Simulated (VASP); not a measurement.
A convergence study with VASP on Sn (beta): one setting is varied, all else stays as given below, so the limit is that of these other settings.

```xyz
2
Lattice="-2.9150 2.9150 1.5900 2.9150 -2.9150 1.5900 2.9150 2.9150 -1.5900" Properties=species:S:1:pos:R:3 pbc="T T T"
Sn     2.9150     0.0000     0.7950
Sn     0.0000     0.0000     0.0000
```

Computed with PBE GGA, VASP's PBE PAW potentials (set 64) (plane waves; VASP 6.6.1). The tightest run used: 550 eV cut-off, 19×19×19 Monkhorst-Pack mesh, first-order Methfessel-Paxton smearing of 0.10 eV, potentials Sn_d.

```
setting     E (eV/atom)  pressure (GPa)  irreducible k-points
----------  -----------  --------------  --------------------
1×1×1 mesh      -4.3147            7.12                     1
2×2×2 mesh      -4.5147           -1.80                     3
3×3×3 mesh      -3.6218            1.84                     6
4×4×4 mesh      -3.7216            2.73                    11
5×5×5 mesh      -3.7905            3.03                    18
6×6×6 mesh      -3.7884            2.44                    28
7×7×7 mesh      -3.8080            2.47                    40
```

Task: These are the cheaper rows. Estimate the results at 19×19×19 mesh, and how far the last row shown lies from them.

Result: 
```csv
quantity,tightest run,last row shown is off by
E (eV/atom),-3.7943,-0.0137
pressure (GPa),2.59,-0.13
```

Left out are rungs that failed or repeat a setting and relaxations that didn't move; long series are thinned to 24 rows.

The compound is Sn in the beta structure. The cell was not relaxed at this level.
